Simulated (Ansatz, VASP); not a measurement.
# Cross-check of K2SnTeCl2 between VASP and Ansatz

Wanted: the spread between two codes on one cell, functional and k mesh. The cell is generated by rule, not measured, and may not be a known phase. The cell is taken from a series of runs on this material, whose earlier steps may have relaxed, scaled, displaced or heated it; both programs get it as it stands.

Program: Ansatz 0.2.0. Level of theory: plane waves, with VASP 6.6.1 beside it; relaxation of cell and atoms at PBEsol. Results are calculated unless marked as measured.

The structure was built from a prototype and need not be the compound's stable phase.

## Step 1: Set-up

It takes space group Cm (No. 8, monoclinic). Conventional cell: a = 6.250 Å, b = 19.176 Å, c = 4.419 Å, α = 90.00°, β = 135.00°, γ = 90.00°. Nearest to Cl lie 1 Sn at 3.11 Å and 5 K at 3.13 to 3.15 Å. Nearest to K lie 5 Cl at 3.13 to 3.15 Å and 1 Te at 3.32 Å. Nearest to Sn lie 4 Te at 2.98 to 3.27 Å and 2 Cl at 3.11 Å. Te has 4 Sn at 2.98 to 3.27 Å and 2 K at 3.32 Å nearest. Farther neighbours and most contacts between anions are not listed.

## Step 2: VASP: relaxation of cell and atoms, PBEsol

The relaxed volume is the usual yardstick between codes: in a stiff, nearly cubic crystal its relative difference is about their pressure difference at one cell divided by the bulk modulus.

Lines of VASP's logs that name or quote its potential files are left out, and so is its time.

Contents of INCAR:

```
SYSTEM = K2SnTeCl2
PREC = Accurate
ENCUT = 500
EDIFF = 1E-07
NELM = 120
ISMEAR = 0
SIGMA = 0.01
LREAL = .FALSE.
ALGO = Normal
GGA = PS
NBANDS = 32
LORBIT = 11
LWAVE = .FALSE.
LCHARG = .FALSE.
ISIF = 3
IBRION = 2
NSW = 80
EDIFFG = -0.005
LASPH = .TRUE.
GGA_COMPAT = .FALSE.
NELMIN = 4
EFERMI = MIDGAP
KPAR = 2
```

Contents of POSCAR:

```
K2SnTeCl2
1.0
    3.1247980000      3.1247980000      0.0000000000
   -3.1247980000      3.1247980000      0.0000000000
    3.1247980000      0.0000000000      9.5877750000
Cl K Sn Te
2 2 1 1
Direct
    0.5053574686      0.4932405208      0.9913677574
    0.8300585593      0.1685394300      0.3419655760
    0.9944519787      0.0042743390      0.0129876848
    0.3407729969      0.6579533208      0.3203456485
    0.6730507593      0.3183538051      0.6666666667
    0.1595689279      0.8499868898      0.6666666667
```

Contents of KPOINTS:

```
Automatic mesh
0
Gamma
8 8 8
0 0 0
```

The projector-augmented-wave data sets are Cl, K_sv, Sn_d and Te (PBE family, release 64).

Started as:

```console
mpirun -np 2 vasp_std
```

Numbers of over 12 decimals in the logs are rounded to 6 here.

Log:

```text
[banner, memory and clock lines left out]
running    2 mpi-ranks, on    1 nodes
 distrk:  each k-point on    1 cores,    2 groups
 distr:  one band on    1 cores,    1 groups

 POSCAR found type information on POSCAR ClK SnTe
 POSCAR found :  4 types and       6 ions
|                                                                             |
|               ----> ADVICE to this user running VASP <----                  |
|                                                                             |
|     You enforced a specific xc type in the INCAR file but a different       |
|     [... a line on the potential file left out ...]
|     I HOPE YOU KNOW WHAT YOU ARE DOING!                                     |
|                                                                             |

 LDA part: xc-table for (Slater+PW92), standard interpolation
 POSCAR, INCAR and KPOINTS ok, starting setup
 FFT: planning ... GRIDC
 FFT: planning ... GRID_SOFT
 FFT: planning ... GRID
 WAVECAR not read
 entering main loop
       N       E                     dE             d eps       ncg     rms          rms(c)
DAV:   1     0.472293564870E+03    0.47229E+03   -0.22893E+04  9608   0.158E+03
DAV:   2     0.446516432301E+02   -0.42764E+03   -0.41539E+03 10400   0.420E+02
DAV:   3    -0.178741780281E+02   -0.62526E+02   -0.61683E+02 12016   0.147E+02
DAV:   4    -0.222214177219E+02   -0.43472E+01   -0.43367E+01 14496   0.355E+01
DAV:   5    -0.223845285571E+02   -0.16311E+00   -0.16304E+00 15776   0.662E+00    0.687E+00
DAV:   6    -0.217399604280E+02    0.64457E+00   -0.13889E+00 12512   0.560E+00    0.485E+00
DAV:   7    -0.217123077316E+02    0.27653E-01   -0.52383E-01 12504   0.301E+00    0.213E+00
DAV:   8    -0.217233246734E+02   -0.11017E-01   -0.92048E-02 12496   0.173E+00    0.280E-01
DAV:   9    -0.217241119986E+02   -0.78733E-03   -0.90099E-03 13368   0.508E-01    0.124E-01
DAV:  10    -0.217251964853E+02   -0.10845E-02   -0.14949E-03 14136   0.191E-01    0.631E-02
DAV:  11    -0.217255779073E+02   -0.38142E-03   -0.43689E-04 11768   0.107E-01    0.170E-02
DAV:  12    -0.217255829148E+02   -0.50075E-05   -0.23190E-05 14936   0.219E-02    0.828E-03
DAV:  13    -0.217255906316E+02   -0.77168E-05   -0.14423E-05 11656   0.166E-02    0.422E-03
DAV:  14    -0.217255908092E+02   -0.17764E-06   -0.23606E-06 13816   0.705E-03    0.239E-03
DAV:  15    -0.217255907530E+02    0.56208E-07   -0.45249E-07  9576   0.362E-03
   1 F= -.21725591E+02 E0= -.21725591E+02  d E =-.217256E+02
[... from here on, the cycles between the ionic steps are left out ...]
   2 F= -.21726220E+02 E0= -.21726220E+02  d E =-.629349E-03
   3 F= -.21726275E+02 E0= -.21726275E+02  d E =-.684724E-03
  16 F= -.21727730E+02 E0= -.21727730E+02  d E =-.246079E-03
  17 F= -.21727624E+02 E0= -.21727624E+02  d E =-.140395E-03
  18 F= -.21727757E+02 E0= -.21727757E+02  d E =-.273027E-03
  19 F= -.21727840E+02 E0= -.21727840E+02  d E =-.836724E-04
  20 F= -.21727932E+02 E0= -.21727932E+02  d E =-.174904E-03
  21 F= -.21727973E+02 E0= -.21727973E+02  d E =-.415550E-04
  22 F= -.21728020E+02 E0= -.21728020E+02  d E =-.884276E-04
  23 F= -.21728061E+02 E0= -.21728061E+02  d E =-.411812E-04
  24 F= -.21728105E+02 E0= -.21728105E+02  d E =-.849550E-04
 curvature:  -8.42 expect dE=-0.781E-04 dE for cont linesearch -0.975E-09
 trial: gam= 0.03498 g(F)=  0.445E-05 g(S)=  0.482E-05 ort =-0.142E-06 (trialstep = 0.171E+01)
 search vector abs. value=  0.947E-05
 bond charge predicted
       N       E                     dE             d eps       ncg     rms          rms(c)
DAV:   1    -0.217281507561E+02   -0.45760E-04   -0.35912E-03 10288   0.332E-01    0.350E-02
DAV:   2    -0.217281295531E+02    0.21203E-04   -0.12347E-04 12672   0.760E-02    0.185E-02
DAV:   3    -0.217281170670E+02    0.12486E-04   -0.17218E-05 13208   0.293E-02    0.781E-03
DAV:   4    -0.217281160079E+02    0.10591E-05   -0.34664E-06 13712   0.106E-02    0.284E-03
DAV:   5    -0.217281163260E+02   -0.31811E-06   -0.45053E-07 10472   0.412E-03    0.106E-03
DAV:   6    -0.217281163385E+02   -0.12456E-07   -0.41073E-08  7440   0.137E-03
  25 F= -.21728116E+02 E0= -.21728116E+02  d E =-.114131E-04
 trial-energy change:   -0.000011  1 .order   -0.000012   -0.000016   -0.000008
 step:   3.4517(harm=  3.4517)  dis= 0.00095  next Energy=   -21.728121 (dE=-0.160E-04)
 reached required accuracy - stopping structural energy minimisation
```

Parts of OUTCAR (step 2):

```text
ion  position               nearest neighbor table
   1  0.505  0.493  0.991-   5 3.11   3 3.13   3 3.13   3 3.13   3 3.13   4 3.15
   2  0.830  0.169  0.342-   5 3.11   4 3.13   4 3.13   4 3.13   4 3.13   3 3.15
   3  0.994  0.004  0.013-   1 3.13   1 3.13   1 3.13   1 3.13   2 3.15   6 3.32
   4  0.341  0.658  0.320-   2 3.13   2 3.13   2 3.13   2 3.13   1 3.15   6 3.32
   5  0.673  0.318  0.667-   6 2.98   6 3.07   2 3.11   1 3.11   6 3.18   6 3.27
   6  0.160  0.850  0.667-   5 2.98   5 3.07   5 3.18   5 3.27   3 3.32   4 3.32

  LATTYP: Found a body centered tetragonal cell.
 ALAT       =     4.4191317113
 C/A-ratio  =     4.3392121468

 Subroutine GETGRP returns: Found  2 space group operations
 (whereof  1 operations were pure point group operations)

The static configuration has the point symmetry C_1 .
 The point group associated with its full space group is C_1h.

 Found    150 irreducible k-points:

   k-points           NKPTS =    150   k-points in BZ     NKDIM =    150   number of bands    NBANDS=     32

   dimension x,y,z NGX =    32 NGY =   32 NGZ =   80
   dimension x,y,z NGXF=    64 NGYF=   64 NGZF=  160

   ENCUT  =  500.0 eV  36.75 Ry    6.06 a.u.   8.06  8.06 18.39*2*pi/ulx,y,z

   NELECT =      52.0000    total number of electrons

 k-points in reciprocal lattice and weights: Automatic mesh
   0.00000000  0.00000000  0.00000000       0.002
   0.12500000  0.00000000 -0.00000000       0.008
   0.00000000 -0.12500000 -0.00000000       0.008
   0.25000000  0.00000000 -0.00000000       0.008
   0.00000000 -0.25000000 -0.00000000       0.008
   0.37500000  0.00000000 -0.00000000       0.008
   0.00000000 -0.37500000 -0.00000000       0.008
   0.50000000  0.00000000 -0.00000000       0.004
   0.00000000  0.50000000  0.00000000       0.004
[...]
0.12500000  0.12500000  0.50000000       0.004
   0.00000000  0.00000000  0.50000000       0.002

 average (electrostatic) potential at core
       1 -93.1065       2 -93.1065       3 -34.5005       4 -34.5005       5-104.0133
       6 -90.6711

 E-fermi :   3.5860

 k-point     1 :       0.0000    0.0000    0.0000
  band No.  band energies     occupation
    ...
     22      -0.5506      2.00000
     23      -0.4839      2.00000
     24       0.6385      2.00000
     25       0.6916      2.00000
     26       1.0288      2.00000
     27       5.2279      0.00000
     28       5.5636      0.00000
     29       5.9886      0.00000
     30       6.3140      0.00000
     31       7.4825      0.00000
    ...

 k-point     2 :       0.1250    0.0000   -0.0000
  band No.  band energies     occupation
    ...
     22      -0.6037      2.00000
     23      -0.5809      2.00000
     24       0.7552      2.00000
     25       1.0522      2.00000
     26       1.0780      2.00000
     27       5.2886      0.00000
     28       5.5356      0.00000
     29       6.2138      0.00000
     30       6.5171      0.00000
     31       7.0459      0.00000
    ...

 k-point     3 :       0.0000   -0.1250   -0.0000
  band No.  band energies     occupation
    ...
     22      -0.5855      2.00000
     23      -0.5648      2.00000
     24       0.7419      2.00000
     25       1.0531      2.00000
     26       1.1049      2.00000
     27       5.2858      0.00000
     28       5.5327      0.00000
     29       6.1451      0.00000
     30       6.5161      0.00000
     31       6.9606      0.00000
    ...

  Total        0.0019979      0.0026882     -0.0012091     -0.0051115      0.0000000      0.0000000
  in kB        0.0169600      0.0228199     -0.0102636     -0.0433914      0.0000000      0.0000000
  external PRESSURE =       0.0098388 kB  Pullay stress =       0.0000000 kB

  energy-cutoff  :      500.00
  volume of cell :      188.74
      direct lattice vectors                 reciprocal lattice vectors
     3.123455815  3.120357419 -0.000000000     0.160083875  0.160233275 -0.052133912
    -3.153258431  3.150318363  0.000000000    -0.158561406  0.158718851  0.052133912
     3.138357123 -0.014980472  9.590686337     0.000000000 -0.000000000  0.104267825

 POSITION                                       TOTAL-FORCE (eV/Angst)
 -----------------------------------------------------------------------------------
      3.14988      3.10502      9.51101        -0.000230     -0.001545      0.002074
      3.14988      3.10502      3.27657        -0.000230     -0.001545     -0.002074
      0.00242      6.25331      0.12444        -0.001312     -0.001919     -0.000446
      0.01732      3.11798      3.07245        -0.001312     -0.001919      0.000446
      3.15988      3.07822      6.39379        -0.000062      0.004831      0.000000
     -0.13431      3.22894      6.39379         0.003147      0.002097     -0.000000
 -----------------------------------------------------------------------------------
    total drift:                               -0.000179     -0.000054     -0.000066

  FREE ENERGIE OF THE ION-ELECTRON SYSTEM (eV)
  ---------------------------------------------------
  free  energy   TOTEN  =       -21.7281163385 eV

  energy  without entropy=      -21.7281163385  energy(sigma->0) =      -21.72811634

 reached required accuracy - stopping structural energy minimisation

 total charge
# of ion       s       p       d       tot
------------------------------------------
    1        1.582   3.520   0.000   5.102
    2        1.582   3.520   0.000   5.102
    3        1.958   5.569   0.030   7.557
    4        1.958   5.569   0.030   7.557
    5        1.384   0.678   9.979  12.042
    6        1.378   2.017   0.020   3.415
--------------------------------------------------
tot          9.843  20.872  10.059  40.774

[... 3 further parts left out ...]
```

The run keeps the 2 symmetry operations of its start, so it cannot find a distortion of lower symmetry.

(Part 1 of 2 ends here.)

[Lines on the potential files, build, host, timing and source positions are cut from VASP's logs without a mark.]

[Logs are printed without paths, hosts, clocks, repeated set-up lines and the standing remarks that a program may print on its own settings, such as how far it seeks lower states.]

[Hosts, paths, dates, database ids (printed as entryN), source tags and the programs' standing remarks are cut or masked in the printed files.]
